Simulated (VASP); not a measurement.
All values below come from PBE GGA, VASP's PBE PAW potentials (set 64) (plane waves; VASP).

The input files of a VASP run:

**POSCAR**
```
MgI2
1
    4.1019640000     0.0000000000     0.0000000000
   -2.0509820000     3.5524050000     0.0000000000
    0.0000000000     0.0000000000    17.3351160000
Mg I
1 2
Direct
  0.0073660000   0.0024540000   0.5010190000
  0.3346580000   0.6603940000   0.5967910000
  0.6579760000   0.3371520000   0.4021900000
```

File KPOINTS:
```
Automatic mesh
0
Gamma
8 8 1
0 0 0
```

INCAR:
```
# general
SYSTEM =MgI2
PREC   =Accurate
ENCUT  =300   # plane-wave cut-off (eV)
LREAL  =F   # projection in real space or not
LASPH  =T

# electronic loop
EDIFF  =1E-6   # SCF stop (eV)
NELM   =100   # most electronic steps
ALGO   =Normal   # blocked Davidson
LMAXMIX=4   # l cut-off of mixed one-centre charges

# smearing
ISMEAR =1
SIGMA  =0.05

# functional
GGA    =PE   # PBE

# ions
ISIF   =2

# output
LWAVE  =F
LCHARG =F
```

POTCAR, in this order: Mg I (PBE.64 set). Program: vasp_std.

The run wrote:

**OSZICAR**
```
       N       E                     dE             d eps       ncg     rms          rms(c)
DAV:   1     0.881822935212E+02    0.88182E+02   -0.36860E+03   816   0.604E+02
DAV:   2     0.176011248930E+01   -0.86422E+02   -0.81718E+02  1420   0.128E+02
DAV:   3    -0.756140614507E+01   -0.93215E+01   -0.92719E+01  1040   0.517E+01
DAV:   4    -0.784108723816E+01   -0.27968E+00   -0.27951E+00  1040   0.113E+01
DAV:   5    -0.784947845980E+01   -0.83912E-02   -0.83906E-02  1096   0.215E+00    0.407E+00
DAV:   6    -0.772766738164E+01    0.12181E+00   -0.15301E-01   964   0.215E+00    0.278E+00
DAV:   7    -0.770841419060E+01    0.19253E-01   -0.20506E-01   984   0.252E+00    0.574E-01
DAV:   8    -0.770216847088E+01    0.62457E-02   -0.23142E-02   908   0.893E-01    0.338E-01
DAV:   9    -0.770230268452E+01   -0.13421E-03   -0.17519E-03  1052   0.289E-01    0.153E-01
DAV:  10    -0.770229097988E+01    0.11705E-04   -0.12436E-04   972   0.902E-02    0.402E-02
DAV:  11    -0.770231972817E+01   -0.28748E-04   -0.37291E-05   956   0.437E-02    0.432E-02
DAV:  12    -0.770232852302E+01   -0.87949E-05   -0.81132E-06  1036   0.199E-02    0.186E-02
DAV:  13    -0.770233672899E+01   -0.82060E-05   -0.53484E-07   740   0.516E-03    0.871E-03
DAV:  14    -0.770236887974E+01   -0.32151E-04   -0.61411E-06   972   0.121E-02    0.126E-02
DAV:  15    -0.770238035089E+01   -0.11471E-04   -0.91099E-07   832   0.518E-03    0.894E-03
DAV:  16    -0.770239404333E+01   -0.13692E-04   -0.16405E-06   856   0.699E-03    0.687E-03
DAV:  17    -0.770239824878E+01   -0.42054E-05   -0.23044E-07   752   0.379E-03    0.352E-03
DAV:  18    -0.770240269109E+01   -0.44423E-05   -0.80788E-08   692   0.225E-03    0.176E-03
DAV:  19    -0.770240694697E+01   -0.42559E-05   -0.59255E-08   692   0.129E-03    0.167E-03
DAV:  20    -0.770240834143E+01   -0.13945E-05   -0.29295E-08   704   0.899E-04    0.609E-04
DAV:  21    -0.770240958768E+01   -0.12462E-05   -0.23719E-08   648   0.718E-04    0.131E-03
DAV:  22    -0.770240961646E+01   -0.28787E-07   -0.23433E-09   708   0.294E-04
   1 F= -.77024096E+01 E0= -.77024293E+01  d E =0.589864E-04
```

File OUTCAR:
```
------------------------ aborting loop because EDIFF is reached ----------------------------------------
  FORCE on cell =-STRESS in cart. coord.  units (eV):
  Direction    XX          YY          ZZ          XY          YZ          ZX
  --------------------------------------------------------------------------------------
  Total        1.0531053      1.0916636      0.3696992      0.0188161      0.1068563     -0.1808880
  in kB        6.6794595      6.9240202      2.3448657      0.1193435      0.6777504     -1.1473063
  external PRESSURE =       5.3161151 kB  Pullay stress =       0.0000000 kB
  volume of cell :      252.60
      direct lattice vectors                 reciprocal lattice vectors
     4.101964000  0.000000000  0.000000000     0.243785660  0.140749717  0.000000000
    -2.050982000  3.552405000  0.000000000     0.000000000  0.281499435  0.000000000
     0.000000000  0.000000000 17.335116000     0.000000000  0.000000000  0.057686375
 POSITION                                       TOTAL-FORCE (eV/Angst)
 -----------------------------------------------------------------------------------
      0.02518      0.00872      8.68522        -0.089646     -0.049181     -0.175587
      0.01830      2.34599     10.34544        -0.008096      0.056618      0.202238
      2.00750      1.19770      6.97201         0.097743     -0.007438     -0.026651
 -----------------------------------------------------------------------------------
    total drift:                                0.000023      0.000002     -0.000217
  FREE ENERGIE OF THE ION-ELECTRON SYSTEM (eV)
  ---------------------------------------------------
  free  energy   TOTEN  =        -7.7024096165 eV

  energy  without entropy=       -7.7024686029  energy(sigma->0) =       -7.70242928
```
(Selected blocks of OUTCAR.)

The cell holds a wide vacuum, so values per volume refer to the whole cell.

The cell is a sheet with vacuum, built from a generated structure.
